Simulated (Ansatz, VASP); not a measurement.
# Cross-check of Ti (Titanium) between VASP and Ansatz

Wanted: the spread between two codes on one cell, functional and k mesh. The cell is taken from a series of runs on this material, whose earlier steps may have relaxed, scaled, displaced or heated it; both programs get it as it stands.

Calculated with Ansatz 0.2.0; plane waves, with VASP 6.6.1 beside it; zone-centre phonons at LDA.

### 1. Starting point

The structure is hexagonal, space group P6_3/mmc (No. 194). Conventional cell: a = 2.854 Å, b = 2.854 Å, c = 4.579 Å, α = 90.00°, β = 90.00°, γ = 120.00°. Nearest to Ti lie 12 Ti at 2.82 to 2.85 Å.

### 2. Ansatz: zone-centre phonons, LDA

Ansatz runs on its PAW soft_1 files.

Second derivatives magnify differences that forces hide, and they need a tight electronic threshold.

input.yaml

```yaml
crystal:
  lattice:
    - [2.8544580228, 0.0, 0.0]
    - [-1.4272290114, 2.4720331618, 0.0]
    - [0.0, 0.0, 4.5793339153]
  atoms:
    - { symbol: Ti, position: [0.3333335745, 0.6666664255, 0.25] }
    - { symbol: Ti, position: [0.6666664255, 0.3333335745, 0.75] }
kpoints:
  mp_grid: { grid: [18, 18, 12] }
hamiltonian:
  xc: lda
  pseudopotentials: { kind: paw, azcp: { folder: soft_1 }, xc_functional: pbe }
scf:
  occupations: { method: methfessel_paxton, width: 0.2 }
output:
  eigenvalues: true
phonons:
  method: dfpt
```

Command:

```
$ ansatz run input.yaml --threads 4 --pin off --max-ram 10240MiB --backend cpu --events-out ev --progress --plain --runs-dir out
```

Numbers of over 12 decimals in the logs are rounded to 6 here.

Output:

```text
Warning: the atoms were moved onto the symmetric positions of the space group found under crystal.symmetry.tolerance 1.0e-5 (fractional; no operation is sought that the atoms, as they stand in a round, miss by more than twice it, and no atom is moved by as much as it), and the run uses the moved positions. Before a round's move an operation carried an atom to 2.07e-6 Å from where it should land, the largest such dist [...]
zone centre: on kpoints.mp_grid the ground state, and the responses unless they are solved on pairs of k-points, stand on 637 of the mesh's 3888 k-points, reduced under 4 symmetry operations, with k and −k counted as one. Each operation leaves every solved displacement unchanged or reverses it
Engine: ansatz 0.2.0, x86_64-unknown-linux-gnu
Pseudopotentials: kind: paw
Pseudopotential: Ti, paw, valence charge 12, recommended cutoff 420 eV (normal), soft_1/Ti.paw.azcp
Functional definition: SPW92
  exchange = slater_x
  correlation = pw_c
Crystal: 2 atoms, lattice volume = 32.313 Å³
Basis set: ecut = 420 eV, 615 PW (Γ), exchange–correlation on 40×40×64 points (8 copies of the dense FFT grid, shifted against one another)
Bands: 16, of which v1, the nominal top of the filled ones, is band 12 counted from 1 (11 counted from 0)
Symmetry: 24 space group operations
k-points: 637 of 3888 (irreducible under 4 space group operations, time reversal used)
Non-local potential: Ti, projectors of the file, l = 0: 3, l = 1: 2, l = 2: 3, l = 3: 1
PAW form: soft (Blöchl's): semilocal exchange-correlation on the pseudo side does not see the compensation charge
PAW frozen core: Ti, regenerated for the run's functional, and the local potential with it (the file was generated under x = pbe(κ = 0.804, μ = 0.219515), c = pbe(β = 0.066725))
PAW one-centre angular grid: Ti, 590 points (default); XC on 64 Gauss nodes
Initial density: superposition of atomic densities (chi_scale 0.1, normalization cell)
Initial wavefunctions: pseudopotential atomic-orbital guess
Functional: x = slater, c = lda
SCF iter   1: F=—  HF=-4901.026023 eV  |F-HF|=—  |Δ(HF+E_count)|=         —  Δρ=6.12e-2  dr2=1.20e0  ethr=3.10e-3  ⟨swp⟩=4.4  Hψ=90102  notcnv=0
automatic band count: the SCF goes on with 20 bands, as 16 were too few: they end inside the smearing window of the response
preconditioner: auto → none  [metal: Δε(μ)=0.004 eV  Ē_g=4.791 eV  σ=0.200 eV  W_gap=0.02  n_scr=8 (ndim 8)  ℏωp=18.5 eV  f_vac=0.000  D(μ)=1.59/eV (n_scr^D=22)  sad-step TF]
SCF iter   2: F=—  HF=-4900.747979 eV  |F-HF|=—  |Δ(HF+E_count)|=   2.78e-1  S|Δr|=    0.00e0  Δρ=3.45e-2  dr2=4.02e-1  ethr=3.10e-3  ⟨swp⟩=2.0  Hψ=21436  notcnv=0  defer=907
SCF iter   3: F=—  HF=-4900.614107 eV  |F-HF|=—  |Δ(HF+E_count)|=   1.34e-1  S|Δr|=    0.00e0  Δρ=1.25e-3  dr2=3.09e-4  ethr=1.67e-3  ⟨swp⟩=2.8  Hψ=21832  notcnv=0  defer=907
SCF iter   4: F=—  HF=-4900.614139 eV  |F-HF|=—  |Δ(HF+E_count)|=   3.16e-5  S|Δr|=    0.00e0  Δρ=1.12e-4  dr2=2.53e-6  ethr=1.29e-6  ⟨swp⟩=2.7  Hψ=22016  notcnv=0  defer=871
SCF iter   5: F=—  HF=-4900.614142 eV  |F-HF|=—  |Δ(HF+E_count)|=   3.46e-6  S|Δr|=    0.00e0  Δρ=5.41e-5  dr2=6.57e-7  ethr=1.05e-8  ⟨swp⟩=2.0  Hψ=20299  notcnv=0  defer=871
SCF iter   6: F=—  HF=-4900.614142 eV  |F-HF|=—  |Δ(HF+E_count)|=   1.71e-7  S|Δr|=    0.00e0  Δρ=9.53e-6  dr2=1.49e-8  ethr=2.74e-9  ⟨swp⟩=3.0  Hψ=19650  notcnv=0  defer=871
SCF iter   7: F=—  HF=-4900.614142 eV  |F-HF|=—  |Δ(HF+E_count)|=   6.86e-9  S|Δr|=    0.00e0  Δρ=8.86e-7  dr2=1.20e-10  ethr=6.20e-11  ⟨swp⟩=2.9  Hψ=19842  notcnv=0  defer=871
SCF iter   8: F=-4900.614142 eV  HF=-4900.614142 eV  |F-HF|=0.00e0  |Δ(HF+E_count)|=  8.00e-11  S|Δr|=    0.00e0  Δρ=2.48e-8  dr2=8.49e-14  ethr=1.00e-12  ⟨swp⟩=8.7  Hψ=50075  notcnv=0
SCF 1 converged in 8 iterations: F = -4900.614142 eV  dr2 = 8.49e-14
  greatest PAW one-centre occupation: 0.998 electrons in one spin orbital (limit 2), on the Ti atom at site 1 (counted from 0), in its partial waves of l = 0
DFPT response loops at Γ: preconditioner auto → Kerker (q_TF=auto, 2.596 Å⁻¹) (partly filled bands, converged f_vac=0.000); β = 1.00, the filter's whole step (`scf.mixing.beta` (0.50) is not read by the response loops under this deck's `scf.mixing.preconditioner`; to damp them name `kerker` or `kerker_dos`, under which they read `scf.mixing.beta`, and type it under 1.00, their step now; both keys bind the ground state too); Broyden in place of MSR1
SCF converged after 8 iterations
Stability not checked: this state was not tested for a lower state beside it, because cold or Methfessel-Paxton smearing, or corrected tetrahedra, fill the levels in a way that the test cannot read (fill_not_monotonic; see scf.lower_state_search)
Free energy (F): -4900.614142 eV
Harris-Foulkes:  -4900.614142 eV  (|F-HF|=0.00e0)
Internal energy: -4900.617923 eV  (E = F + TS)
E sigma→0 (E₀):  -4900.615087 eV
Entropy (-TS):   0.003781 eV (1.890 meV/atom)
Fermi energy:    14.142885 eV
Step filling:    the computed levels leave a gap of 0.0019 eV = 0.0 smearing widths at the electron count; against every level under it full and every level over it empty, smearing changes F+E_penalty+E_count by +1.858 meV and its σ→0 estimate by +0.913 meV
--- Per-component energies (eV) ---
  E_band       = -289.460311
  E_kinetic    = 565.569140
  E_local      = -1674.329081  (includes V_loc(G=0)·N_el)
  E_nonlocal   = 130.171110
  E_hartree    = 665.701164
  E_xc         = -231.169160
  E_vxc        = -291.274217  (∫ρ·V_xc dr)
  E_paw        = -1988.398712  (= ΣΔE_a)
  E_vpaw       = -350.999455  (= ΣTr[D̂ρ^β])
  E_aug_tail   = -0.000150  (compensation charges beyond the density's cutoff)
  E_ewald      = -2368.814136
  E_core_change = 0.651901  (= ΣΔE_core)
  E_smearing   = 0.003781  (= −TS)
  E_closure    = -0.000000  (closes the sum)
  Σ components = -4900.614142   (vs F -4900.614142, Δ=0.00e0)
--- Band table (eV; the first three rows and the last of 637) ---
  k-point 0: bands = [... 8 lower, 7.8801, 11.2785, 14.9374, 14.9374, 14.9733, 15.0900, 15.4693, 15.4693, ... 4 higher]
  k-point 1: bands = [... 8 lower, 7.9419, 11.2584, 14.9076, 14.9076, 14.9389, 14.9735, 15.4355, 15.4355, ... 4 higher]
  k-point 2: bands = [... 8 lower, 8.1247, 11.1834, 14.6878, 14.8396, 14.8451, 14.8451, 15.3435, 15.3435, ... 4 higher]
  k-point 636: bands = [... 8 lower, 12.0291, 12.0291, 13.5390, 13.5390, 14.0656, 14.0656, 15.7883, 15.7883, ... 4 higher]
--- Phonons (Γ-DFPT): 2 representative perturbations + reference, on 637 of 3888 k-points (Σ response iterations 6) ---
  k mesh reduced under 4 symmetry operations, with k and −k counted as one. Each operation leaves every solved displacement unchanged or reverses it
  ASR residual: 9.794e-6 → 0.000e0 eV/Å²; symmetrization residual: 4.849e-13 eV/Å²
  ASR residual per site (eV/Å²): 9.79e-6 9.79e-6
  Γ frequencies (cm⁻¹): 0.00 0.00 0.00 112.86 112.86 195.12
  non-analytic LO–TO correction: not included (Born effective charges unavailable; polar crystals: no LO–TO splitting at Γ)
```

The column dr2 measures how far the density is from self-consistency, as an energy; F and HF (Harris–Foulkes) agree once it is small.

(Continued in part 2 of 2.)

[Lines on the potential files, build, host, timing and source positions are cut from VASP's logs without a mark.]

[Logs are printed without paths, hosts, clocks, repeated set-up lines and the standing remarks that a program may print on its own settings, such as how far it seeks lower states.]

[Hosts, paths, dates, database ids (printed as entryN), source tags and the programs' standing remarks are cut or masked in the printed files.]
